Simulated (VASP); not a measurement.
Runs of VASP 6.6.1 on CdNiSe3. It takes space group Pm-3m (No. 221, cubic). Conventional cell: a = 4.767 Å, b = 4.767 Å, c = 4.767 Å, α = 90.00°, β = 90.00°, γ = 90.00°. Cd (site symmetry m-3m) is surrounded by 12 Se at 3.37 Å. Around Ni (site symmetry m-3m) lie 6 Se at 2.38 Å. Se (site symmetry 4/mmm) is surrounded by 2 Ni at 2.38 Å. The cell was built by a generator and needn't be a form met in nature.

```csv
task,level,potentials or basis,cell,k mesh,cutoff (eV),smearing,gap on the mesh (eV),pressure (GPa),moment (μB),relaxed volume (Å³/atom)
relaxation of cell and atoms,RPBE,"VASP PAW PBE potentials, release 64 (Cd, Ni, Se)",relaxed,5 × 5 × 5,600,fermi-dirac 0.05 eV,none,0.0,0.00,(b)
relaxation of cell and atoms,BLYP,"VASP PAW PBE potentials, release 64 (Cd, Ni, Se)",relaxed,5 × 5 × 5,600,fermi-dirac 0.05 eV,none,0.0,0.00,23.53
relaxation of cell and atoms,PW91,"VASP PAW PBE potentials, release 64 (Cd, Ni, Se)",relaxed,5 × 5 × 5,600,fermi-dirac 0.05 eV,none,0.0,0.00,21.72
relaxation of cell and atoms,optB88-vdW,"VASP PAW PBE potentials, release 64 (Cd, Ni, Se)",relaxed,5 × 5 × 5,600,fermi-dirac 0.05 eV,none,0.0,0.00,21.78
single point,PBE,"VASP PAW PBE potentials, release 64 (Cd, Ni, Se)",as given,6 × 6 × 6,520,fermi-dirac 0.05 eV,none,0.0,0.00,-
relaxation of cell and atoms,PBEsol,"VASP PAW PBE potentials, release 64 (Cd, Ni, Se)",relaxed,5 × 5 × 5,600,fermi-dirac 0.05 eV,none,0.0,0.00,(a)
relaxation of cell and atoms,rev-vdW-DF2,"VASP PAW PBE potentials, release 64 (Cd, Ni, Se)",relaxed,5 × 5 × 5,600,fermi-dirac 0.05 eV,none,0.0,0.00,21.29
relaxation of cell and atoms,LDA,"VASP PAW LDA potentials, release 64 (Cd, Ni, Se)",relaxed,5 × 5 × 5,600,fermi-dirac 0.05 eV,none,0.1,0.00,19.89
relaxation of cell and atoms,vdW-DF-cx,"VASP PAW PBE potentials, release 64 (Cd, Ni, Se)",relaxed,5 × 5 × 5,600,fermi-dirac 0.05 eV,none,0.0,0.00,20.84
relaxation of cell and atoms,AM05,"VASP PAW PBE potentials, release 64 (Cd, Ni, Se)",relaxed,5 × 5 × 5,600,fermi-dirac 0.05 eV,none,0.0,0.00,20.55
relaxation of cell and atoms,PBE,"VASP PAW PBE potentials, release 64 (Cd, Ni, Se)",relaxed,6 × 6 × 6,600,gaussian 0.05 eV,none,-0.1,0.00,21.67
relaxation of cell and atoms,PBE,"VASP PAW PBE potentials, release 64 (Cd, Ni, Se)",relaxed,5 × 5 × 5,600,fermi-dirac 0.05 eV,none,0.0,0.00,21.67
```

Alike in all rows: spin collinear, ferromagnetic start.

Estimate the missing entries.

(a) 20.51; (b) 22.50.

Caveats: the PAW data sets were made with another functional, which shifts forces and pressure a little (some runs).

A k mesh can miss the band edges, and the runs leave out spin-orbit coupling on Cd, Se.

A gap of «none» marks a metal or a gap under the smearing width.

Not every run made on this cell is shown here.
